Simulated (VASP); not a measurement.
All values below come from PBE GGA, VASP's PBE PAW potentials (set 64) (plane waves; VASP).

VASP input:

POSCAR:
```
InP
1
    0.0000000000     2.9519750000     2.9519750000
    2.9519750000     0.0000000000     2.9519750000
    2.9519750000     2.9519750000     0.0000000000
In P
1 1
Direct
  0.0000000000   0.0000000000   0.0000000000
  0.2500000000   0.2500000000   0.2500000000
```

### KPOINTS
```
Automatic
0
G
 7 7 7
0 0 0
```

INCAR:
```
ALGO  =  Normal
EDIFF  =  1E-6
EDIFFG  =  -0.01
ENCUT  =  480
GGA  =  PE
IBRION  =  2
ISIF  =  3
ISMEAR  =  0
LASPH  =  T
LCHARG  =  F
LMAXMIX  =  4
LREAL  =  F
LWAVE  =  F
NELM  =  100
NSW  =  60
PREC  =  Accurate
SIGMA  =  0.05
SYSTEM  =  InP
```

POTCAR, in this order: In P (PBE.64 set). Program: vasp_std.

The resulting files:

**OUTCAR**
```
 ion  position               nearest neighbor table
   1  0.000  0.000  0.000-   2 2.56   2 2.56   2 2.56   2 2.56
   2  0.250  0.250  0.250-   1 2.56   1 2.56   1 2.56   1 2.56
  LATTYP: Found a face centered cubic cell.
 ALAT       =     5.9039500000
 Subroutine PRICEL returns:
 Original cell was already a primitive cell.
 Subroutine GETGRP returns: Found 24 space group operations
The static configuration has the point symmetry T_d .
The dynamic configuration has the point symmetry T_d .
 Subroutine INISYM returns: Found 24 space group operations
 Subroutine IBZKPT returns following result:
 Found     20 irreducible k-points:

 Following reciprocal coordinates:
            Coordinates               Weight
  0.000000  0.000000  0.000000      1.000000
  0.142857  0.000000  0.000000      8.000000
  0.285714  0.000000  0.000000      8.000000
  0.428571  0.000000  0.000000      8.000000
  0.142857  0.142857  0.000000      6.000000
  0.285714  0.142857  0.000000     24.000000
  0.428571  0.142857  0.000000     24.000000
 -0.428571  0.142857  0.000000     24.000000
 -0.285714  0.142857  0.000000     24.000000
 -0.142857  0.142857  0.000000     12.000000
  0.285714  0.285714  0.000000      6.000000
  0.428571  0.285714  0.000000     24.000000
 -0.428571  0.285714  0.000000     24.000000
 -0.285714  0.285714  0.000000     12.000000
  0.428571  0.428571  0.000000      6.000000
 -0.428571  0.428571  0.000000     12.000000
  0.428571  0.285714  0.142857     24.000000
 -0.428571  0.285714  0.142857     48.000000
 -0.428571  0.428571  0.142857     24.000000
 -0.285714  0.428571  0.142857     24.000000
   k-points           NKPTS =     20   k-points in BZ     NKDIM =     20   number of bands    NBANDS=      8
   number of dos      NEDOS =    301   number of ions     NIONS =      2
   total plane-waves  NPLWV =  27000
   dimension x,y,z NGX =    30 NGY =   30 NGZ =   30
   dimension x,y,z NGXF=    60 NGYF=   60 NGZF=   60
   ions per type =               1   1
   PREC   = accura    normal or accurate (medium, high low for compatibility)
   ISTART =      0    job   : 0-new  1-cont  2-samecut
   ICHARG =      2    charge: 1-file 2-atom 10-const
   ISPIN  =      1    spin polarized calculation?
   LNONCOLLINEAR =      F non collinear calculations
   LSORBIT =      F    spin-orbit coupling
   INIWAV =      1    electr: 0-lowe 1-rand  2-diag
   ENCUT  =  480.0 eV  35.28 Ry    5.94 a.u.   7.46  7.46  7.46*2*pi/ulx,y,z
   NELM   =    100;   NELMIN=  2; NELMDL= -5     # of ELM steps
   EDIFF  = 0.1E-05   stopping-criterion for ELM
   LREAL  =      F    real-space projection
   NLSPLINE    = F    spline interpolate recip. space projectors
   LMAXMIX     =    4 max onsite mixed and CHGCAR
   VOSKOWN=      0    Vosko Wilk Nusair interpolation
   EDIFFG = -.1E-01   stopping-criterion for IOM
   NSW    =     60    number of steps for IOM
   NBLOCK =      1;   KBLOCK =     60    inner block; outer block
   IBRION =      2    ionic relax: 0-MD 1-quasi-New 2-CG
   NFREE  =      1    steps in history (QN), initial steepest desc. (CG)
   ISIF   =      3    stress and relaxation
   ISYM   =      2    0-nonsym 1-usesym 2-fastsym
   TEIN   =    0.0    initial temperature
   TEBEG  =    0.0;   TEEND  =   0.0 temperature during run
   SMASS  =  -3.00    Nose mass-parameter (am)
   PSTRESS=    0.0 pullay stress
   NELECT =       8.0000    total number of electrons
   EFERMI =   0.00;   METHOD = LEGACY
   ISMEAR =     0;   SIGMA  =   0.05  broadening in eV -4-tet -1-fermi 0-gaus
   IALGO  =     38    algorithm
   LDIAG  =      T    sub-space diagonalisation (order eigenvalues)
   IMIX   =      4    mixing-type and parameters
     AMIX     =   0.40;   BMIX     =  1.00
     AMIX_MAG =   1.60;   BMIX_MAG =  1.00
...
```

**OSZICAR**
```
       N       E                     dE             d eps       ncg     rms          rms(c)
DAV:   1     0.180399964792E+02    0.18040E+02   -0.31893E+03   320   0.746E+02
DAV:   2    -0.800725701554E+01   -0.26047E+02   -0.25580E+02   520   0.916E+01
DAV:   3    -0.874565379056E+01   -0.73840E+00   -0.73840E+00   384   0.200E+01
DAV:   4    -0.874946520871E+01   -0.38114E-02   -0.38114E-02   472   0.163E+00
DAV:   5    -0.874947187344E+01   -0.66647E-05   -0.66647E-05   408   0.633E-02    0.581E+00
DAV:   6    -0.837404926412E+01    0.37542E+00   -0.10055E+00   336   0.418E+00    0.345E+00
DAV:   7    -0.831815494550E+01    0.55894E-01   -0.25394E-01   432   0.232E+00    0.133E+00
DAV:   8    -0.831396172992E+01    0.41932E-02   -0.16613E-02   352   0.773E-01    0.246E-01
DAV:   9    -0.831419139314E+01   -0.22966E-03   -0.11222E-03   464   0.210E-01    0.133E-01
DAV:  10    -0.831440363834E+01   -0.21225E-03   -0.28665E-04   352   0.123E-01    0.146E-02
DAV:  11    -0.831441859911E+01   -0.14961E-04   -0.34181E-05   488   0.354E-02    0.181E-02
DAV:  12    -0.831442000368E+01   -0.14046E-05   -0.53730E-06   336   0.142E-02    0.148E-03
DAV:  13    -0.831441999879E+01    0.48905E-08   -0.13795E-07   224   0.269E-03
   1 F= -.83144200E+01 E0= -.83144200E+01  d E =-.831442E+01
       N       E                     dE             d eps       ncg     rms          rms(c)
DAV:   1    -0.841167009875E+01   -0.97250E-01   -0.19548E+00   328   0.754E+00    0.156E+00
DAV:   2    -0.834572468378E+01    0.65945E-01   -0.19287E-01   360   0.216E+00    0.760E-01
DAV:   3    -0.833379430500E+01    0.11930E-01   -0.40134E-02   360   0.102E+00    0.228E-01
DAV:   4    -0.833202466395E+01    0.17696E-02   -0.20854E-03   360   0.246E-01    0.120E-01
DAV:   5    -0.833169151485E+01    0.33315E-03   -0.69198E-04   336   0.142E-01    0.886E-02
DAV:   6    -0.833169582218E+01   -0.43073E-05   -0.11264E-05   432   0.271E-02    0.822E-02
DAV:   7    -0.833171044095E+01   -0.14619E-04   -0.13186E-05   360   0.231E-02    0.185E-02
DAV:   8    -0.833171249480E+01   -0.20539E-05   -0.33867E-06   448   0.105E-02    0.157E-02
DAV:   9    -0.833171246158E+01    0.33219E-07   -0.45572E-07   248   0.409E-03
   2 F= -.83317125E+01 E0= -.83317114E+01  d E =-.172925E-01
       N       E                     dE             d eps       ncg     rms          rms(c)
DAV:   1    -0.835040483245E+01   -0.18692E-01   -0.27320E-01   328   0.289E+00    0.584E-01
DAV:   2    -0.834142032691E+01    0.89845E-02   -0.24999E-02   352   0.774E-01    0.289E-01
DAV:   3    -0.833979230897E+01    0.16280E-02   -0.56461E-03   368   0.384E-01    0.914E-02
DAV:   4    -0.833959025181E+01    0.20206E-03   -0.23580E-04   368   0.863E-02    0.557E-02
DAV:   5    -0.833954477596E+01    0.45476E-04   -0.11786E-04   336   0.564E-02    0.348E-02
DAV:   6    -0.833954510514E+01   -0.32919E-06   -0.20972E-06   360   0.114E-02
   3 F= -.83395451E+01 E0= -.83395451E+01  d E =-.251251E-01
```

OUTCAR:
```
------------------------ aborting loop because EDIFF is reached ----------------------------------------
  FORCE on cell =-STRESS in cart. coord.  units (eV):
  Direction    XX          YY          ZZ          XY          YZ          ZX
  --------------------------------------------------------------------------------------
  Total        0.0028667      0.0028667      0.0028667      0.0000000      0.0000000      0.0000000
  in kB        0.0850673      0.0850673      0.0850673      0.0000000      0.0000000      0.0000000
  external PRESSURE =       0.0850673 kB  Pullay stress =       0.0000000 kB
  volume of cell :       53.99
      direct lattice vectors                 reciprocal lattice vectors
    -0.000000000  2.999837586  2.999837586    -0.166675690  0.166675690  0.166675690
     2.999837586 -0.000000000  2.999837586     0.166675690 -0.166675690  0.166675690
     2.999837586  2.999837586  0.000000000     0.166675690  0.166675690 -0.166675690
  FREE ENERGIE OF THE ION-ELECTRON SYSTEM (eV)
  ---------------------------------------------------
  free  energy   TOTEN  =        -8.3395451051 eV

  energy  without entropy=       -8.3395451050  energy(sigma->0) =       -8.33954511

 reached required accuracy - stopping structural energy minimisation
```
(Selected blocks of OUTCAR.)

**CONTCAR**
```
InP
   1.00000000000000
    -0.0000000000000000    2.9998375856562562    2.9998375856562562
     2.9998375856562562   -0.0000000000000000    2.9998375856562562
     2.9998375856562562    2.9998375856562562    0.0000000000000000
  In              P
     1     1
Direct
     0.0000000000000000    0.0000000000000000    0.0000000000000000
     0.2500000000000000    0.2500000000000000    0.2500000000000000
```

OUTCAR:
```
 val. band max:        3.2304080436   @ k =   0.0000   0.0000   0.0000

 cond. band min:       3.6084979823   @ k =   0.0000   0.0000   0.0000


 Fermi energy:         3.4231547562

 k-point     1 :       0.0000    0.0000    0.0000
  band No.  band energies     occupation
      1      -7.8088      2.00000
      2       3.2304      2.00000
      3       3.2304      2.00000
      4       3.2304      2.00000
      5       3.6085      0.00000
      6       7.3522      0.00000
      7       7.3522      0.00000
      8       7.3522      0.00000

 k-point     2 :       0.1429    0.0000    0.0000
  band No.  band energies     occupation
      1      -7.6234      2.00000
      2       1.4190      2.00000
      3       3.0226      2.00000
      4       3.0226      2.00000
      5       4.7365      0.00000
      6       7.5169      0.00000
      7       7.6687      0.00000
      8       7.6687      0.00000

 k-point     3 :       0.2857    0.0000    0.0000
  band No.  band energies     occupation
      1      -7.1207      2.00000
      2      -0.5457      2.00000
      3       2.6435      2.00000
      4       2.6435      2.00000
      5       4.8186      0.00000
      6       8.0631      0.00000
      7       8.0631      0.00000
      8       8.7653      0.00000

 k-point     4 :       0.4286    0.0000    0.0000
  band No.  band energies     occupation
      1      -6.5627      2.00000
      2      -1.9064      2.00000
      3       2.3947      2.00000
      4       2.3947      2.00000
      5       4.6307      0.00000
      6       8.0698      0.00000
      7       8.0698      0.00000
      8      10.0249      0.00000

 k-point     5 :       0.1429    0.1429    0.0000
  band No.  band energies     occupation
      1      -7.5609      2.00000
      2       1.3807      2.00000
      3       2.6622      2.00000
      4       2.6622      2.00000
      5       5.3593      0.00000
      6       6.6050      0.00000
      7       8.1934      0.00000
...
```

Energy and stress use the plane-wave basis of the starting cell. Unless said otherwise, spin-orbit coupling is left out, though it shifts the bands of the heavy elements here.

The structure comes from a computed database's InP entry (F-43m); how it stands against other phases isn't given here. This run relaxes it. Symmetry was kept, so distortions that lower it aren't found.
